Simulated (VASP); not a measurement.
The system is Ga3BiO4.

```
Ga Bi O
1.0
    -2.17479    2.07419    6.36297
     2.17284   -2.23817    6.41801
     2.18864    2.25202   -6.41868
Ga Bi O
3 1 4
Direct
  0.23340 0.74869 0.48448
  0.73101 0.23768 0.47869
  0.99915 0.99801 0.00143
  0.50236 0.48831 0.99611
  0.08984 0.08312 0.50016
  0.42899 0.90315 0.99861
  0.58557 0.57810 0.49787
  0.89357 0.39769 0.98023
```

The cell was built by a generator and needn't be a form met in nature.

- Program: VASP 6.6.1
- Task: relaxation of cell and atoms
- Functional: PBE
- Potentials or basis: VASP PAW PBE potentials, release 64 (Ga_d, Bi_d, O)
- Cutoff: 520 eV
- k mesh: 5 × 5 × 5
- Occupations: gaussian, width 0.15 eV
- Spin: no spin polarisation

At the start: pressure -0.4 GPa; volume 15.07 Å³/atom.

Problem. Where does the relaxation end?

Solution. Over 27 steps the energy falls by 25.2 meV/atom and the volume is 15.08 Å³/atom (+0.1 %); space group Cm (No. 8, to 0.05 Å).

Step by step:
| step | energy change (eV) | largest force (eV/Å) | pressure (GPa) | volume (Å³) |
| --- | --- | --- | --- | --- |
| 1 | 0.0000 | 1.7826 | -0.44 | 120.56 |
| 2 | -0.1060 | 1.1589 | 0.44 | 119.83 |
| 3 | -0.1441 | 0.7099 | -0.23 | 120.10 |
| 4 | -0.1779 | 0.2785 | 0.57 | 119.68 |
| 5 | -0.1792 | 0.3556 | 0.79 | 119.58 |
| 6 | -0.1936 | 0.1774 | -0.11 | 120.65 |
| 7 | -0.1939 | 0.1856 | -0.24 | 120.81 |
| 8 | -0.1972 | 0.1172 | -0.16 | 120.68 |
| 9 | -0.1973 | 0.1258 | -0.12 | 120.66 |
| 10 | -0.1988 | 0.0580 | 0.04 | 120.41 |
| 11 | -0.1989 | 0.0579 | 0.13 | 120.37 |
| 12 | -0.1989 | 0.0570 | 0.24 | 120.34 |
| 13 | -0.1994 | 0.0533 | -0.12 | 120.59 |
| 14 | -0.1994 | 0.0523 | 0.02 | 120.57 |
| 15 | -0.1994 | 0.0532 | -0.21 | 120.59 |
| 16 | -0.1994 | 0.0511 | -0.14 | 120.58 |
| 17 | -0.2001 | 0.0463 | -0.08 | 120.55 |
| 18 | -0.2002 | 0.0527 | -0.03 | 120.53 |
| 19 | -0.2002 | 0.0796 | 0.01 | 120.51 |
| 20 | -0.2003 | 0.0552 | -0.02 | 120.53 |
| 21 | -0.2003 | 0.0632 | -0.04 | 120.52 |
| 22 | -0.2003 | 0.0610 | -0.04 | 120.52 |
| 23 | -0.2003 | 0.0602 | -0.02 | 120.52 |
| 24 | -0.2009 | 0.0332 | 0.06 | 120.47 |
| 25 | -0.2009 | 0.0340 | 0.11 | 120.46 |
| 26 | -0.2009 | 0.0417 | 0.13 | 120.44 |
| 27 | -0.2015 | 0.0292 | 0.04 | 120.63 |

Final structure:
```yaml
crystal:
  lattice:
    - [-2.15096, 2.13481, 6.38400]
    - [2.20315, -2.19352, 6.42197]
    - [2.15033, 2.19291, -6.40416]
  atoms:
    - { symbol: Ga, position: [0.24529, 0.74304, 0.49289] }
    - { symbol: Ga, position: [0.74437, 0.24246, 0.49170] }
    - { symbol: Ga, position: [0.99766, 0.98710, 0.99144] }
    - { symbol: Bi, position: [0.49870, 0.48796, 0.99102] }
    - { symbol: O, position: [0.08755, 0.08199, 0.50526] }
    - { symbol: O, position: [0.41347, 0.90449, 0.99211] }
    - { symbol: O, position: [0.57570, 0.56953, 0.48078] }
    - { symbol: O, position: [0.90114, 0.41818, 0.99239] }
```

Caveat: the k mesh is coarse (spacing up to 0.41 Å⁻¹), so the values aren't converged.
